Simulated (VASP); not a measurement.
These are SCAN meta-GGA, VASP's PBE PAW potentials (set 64) (plane waves; VASP 6.6.1) values and carry that method's errors.

A VASP calculation is set up with these files.

File KPOINTS_OPT:
```
k-points along high-symmetry lines
10
Line-mode
Reciprocal
  0.000000   0.000000   0.000000 ! GAMMA
  0.500000   0.000000   0.500000 ! X

  0.500000   0.000000   0.500000 ! X
  0.625000   0.250000   0.625000 ! U

  0.375000   0.375000   0.750000 ! K
  0.000000   0.000000   0.000000 ! GAMMA

  0.000000   0.000000   0.000000 ! GAMMA
  0.500000   0.500000   0.500000 ! L

  0.500000   0.500000   0.500000 ! L
  0.500000   0.250000   0.750000 ! W

  0.500000   0.250000   0.750000 ! W
  0.500000   0.000000   0.500000 ! X
```

### INCAR
```
SYSTEM=Ir
PREC=Accurate; ENCUT=520; LREAL=.FALSE.
LASPH=.TRUE.
EDIFF=1E-7; NELM=100; ALGO=Normal
LMAXMIX=6; LMIXTAU=.TRUE.
ISMEAR=-5
METAGGA=SCAN
ISIF=2
LWAVE=.FALSE.; LCHARG=.FALSE.; LORBIT=11
NEDOS=601
```

### POSCAR
```
Ir
1
    0.0000000000     1.8936329727     1.8936329727
    1.8936329727     0.0000000000     1.8936329727
    1.8936329727     1.8936329727     0.0000000000
Ir
1
Direct
  0.0000000000   0.0000000000   0.0000000000
```

### KPOINTS
```
K-points
0
gamma
  18 18 18
```

POTCAR, in this order: Ir (PBE.64 set). Program: vasp_std.

What VASP printed:

File OSZICAR:
```
       N       E                     dE             d eps       ncg     rms          rms(c)
DAV:   1    -0.156467959930E+02   -0.15647E+02   -0.48466E+03  3240   0.109E+03
DAV:   2    -0.704797600525E+02   -0.54833E+02   -0.53483E+02  3136   0.223E+02
DAV:   3    -0.710149893722E+02   -0.53523E+00   -0.53460E+00  4752   0.290E+01
DAV:   4    -0.710171636278E+02   -0.21743E-02   -0.21693E-02  3824   0.129E+00
DAV:   5    -0.710171742069E+02   -0.10579E-04   -0.10466E-04  4808   0.573E-02    0.115E+01
DAV:   6    -0.711504921755E+02   -0.13332E+00   -0.18986E+00  3216   0.284E+01    0.773E+00
DAV:   7    -0.694844401004E+02    0.16661E+01   -0.47957E+00  3304   0.382E+01    0.390E+00
DAV:   8    -0.714035393519E+02   -0.19191E+01   -0.23621E+00  3184   0.275E+01    0.137E+00
DAV:   9    -0.713382740573E+02    0.65265E-01   -0.19112E+00  3296   0.178E+01    0.274E+00
DAV:  10    -0.713029060878E+02    0.35368E-01   -0.98259E-02  3488   0.328E+00    0.120E+00
DAV:  11    -0.712958395645E+02    0.70665E-02   -0.16005E-02  3400   0.160E+00    0.141E+00
DAV:  12    -0.712896394664E+02    0.62001E-02   -0.18824E-02  3504   0.206E+00    0.666E-01
DAV:  13    -0.712870614178E+02    0.25780E-02   -0.24644E-02  3384   0.266E+00    0.526E-01
DAV:  14    -0.712917391702E+02   -0.46778E-02   -0.31664E-03  3368   0.740E-01    0.597E-01
DAV:  15    -0.712853167935E+02    0.64224E-02   -0.44550E-03  3192   0.908E-01    0.545E-01
DAV:  16    -0.712859077145E+02   -0.59092E-03   -0.16247E-02  3952   0.172E+00    0.762E-01
DAV:  17    -0.712846635820E+02    0.12441E-02   -0.26477E-03  3592   0.812E-01    0.483E-01
DAV:  18    -0.712837514586E+02    0.91212E-03   -0.24658E-03  3928   0.761E-01    0.188E-01
DAV:  19    -0.712838901768E+02   -0.13872E-03   -0.43731E-04  4160   0.314E-01    0.599E-02
DAV:  20    -0.712837967613E+02    0.93416E-04   -0.88910E-05  3584   0.134E-01    0.691E-02
DAV:  21    -0.712838006953E+02   -0.39341E-05   -0.96206E-06  3536   0.514E-02    0.204E-02
DAV:  22    -0.712837763965E+02    0.24299E-04   -0.11954E-05  3152   0.446E-02    0.681E-03
DAV:  23    -0.712837709555E+02    0.54410E-05   -0.76724E-07  3824   0.158E-02    0.192E-03
DAV:  24    -0.712837765859E+02   -0.56304E-05   -0.17786E-07  2912   0.670E-03    0.625E-04
DAV:  25    -0.712837712105E+02    0.53754E-05   -0.92607E-08  1640   0.508E-03    0.114E-03
DAV:  26    -0.712837749956E+02   -0.37851E-05   -0.17759E-08  1576   0.260E-03    0.192E-04
DAV:  27    -0.712837743784E+02    0.61722E-06   -0.43488E-09  1584   0.105E-03    0.251E-04
DAV:  28    -0.712837744698E+02   -0.91404E-07   -0.10224E-09  1568   0.450E-04
   1 F= -.71283774E+02 E0= -.71283774E+02  d E =0.000000E+00
       N       E                     dE             ncg
```

### OUTCAR
```
------------------------ aborting loop because EDIFF is reached ----------------------------------------
  FORCE on cell =-STRESS in cart. coord.  units (eV):
  Direction    XX          YY          ZZ          XY          YZ          ZX
  --------------------------------------------------------------------------------------
  Total        0.0117549      0.0117549      0.0117549      0.0000000      0.0000000      0.0000000
  in kB        1.3867940      1.3867940      1.3867940      0.0000000      0.0000000      0.0000000
  external PRESSURE =       1.3867940 kB  Pullay stress =       0.0000000 kB
  volume of cell :       13.58
      direct lattice vectors                 reciprocal lattice vectors
     0.000000000  1.893632973  1.893632973    -0.264042720  0.264042720  0.264042720
     1.893632973  0.000000000  1.893632973     0.264042720 -0.264042720  0.264042720
     1.893632973  1.893632973  0.000000000     0.264042720  0.264042720 -0.264042720
 POSITION                                       TOTAL-FORCE (eV/Angst)
 -----------------------------------------------------------------------------------
      0.00000      0.00000      0.00000        -0.000000      0.000000     -0.000000
 -----------------------------------------------------------------------------------
    total drift:                               -0.000000     -0.000000     -0.000000
  FREE ENERGIE OF THE ION-ELECTRON SYSTEM (eV)
  ---------------------------------------------------
  free  energy   TOTEN  =       -71.2837744698 eV

  energy  without entropy=      -71.2837744698  energy(sigma->0) =      -71.28377447

 total charge

# of ion       s       p       d       tot
------------------------------------------
    1        0.673   0.731   7.015   8.420
```
(Selected blocks of OUTCAR.)

**OUTCAR**
```
 val. band max:       10.7454586734   @ k =   0.5000   0.4444   0.0000

 cond. band min:      10.6711707428   @ k =   0.3333   0.0556   0.0000


 Fermi energy:        10.7102352766

 k-point     1 :       0.0000    0.0000    0.0000
  band No.  band energies     occupation
      1      -2.1601      2.00000
      2       6.2861      2.00000
      3       6.2861      2.00000
      4       6.2867      2.00000
      5       9.3827      2.00000
      6       9.3843      2.00000
      7      25.3645      0.00000
      8      31.5321      0.00000

 k-point     2 :       0.0556    0.0000    0.0000
  band No.  band energies     occupation
      1      -2.0066      2.00000
      2       6.1982      2.00000
      3       6.3537      2.00000
      4       6.3541      2.00000
      5       9.3369      2.00000
      6       9.3386      2.00000
      7      25.6483      0.00000
      8      30.8202      0.00000

 k-point     3 :       0.1111    0.0000    0.0000
  band No.  band energies     occupation
      1      -1.5616      2.00000
      2       5.9721      2.00000
      3       6.5313      2.00000
      4       6.5317      2.00000
      5       9.2365      2.00000
      6       9.2381      2.00000
      7      26.4293      0.00000
      8      29.3771      0.00000

 k-point     4 :       0.1667    0.0000    0.0000
  band No.  band energies     occupation
      1      -0.8785      2.00000
      2       5.7134      2.00000
      3       6.7328      2.00000
      4       6.7333      2.00000
      5       9.1948      2.00000
      6       9.1964      2.00000
      7      27.2522      0.00000
      8      28.0758      0.00000

 k-point     5 :       0.2222    0.0000    0.0000
  band No.  band energies     occupation
      1      -0.0701      2.00000
      2       5.5851      2.00000
      3       6.8215      2.00000
      4       6.8221      2.00000
      5       9.3741      2.00000
      6       9.3754      2.00000
      7      26.0959      0.00000
...
```

For a metal the tetrahedron method with Blöchl corrections gives inexact stress and forces. Unless said otherwise, spin-orbit coupling is left out, though it shifts the bands of the heavy elements here.

The compound is Ir in the fcc structure. It was relaxed first.
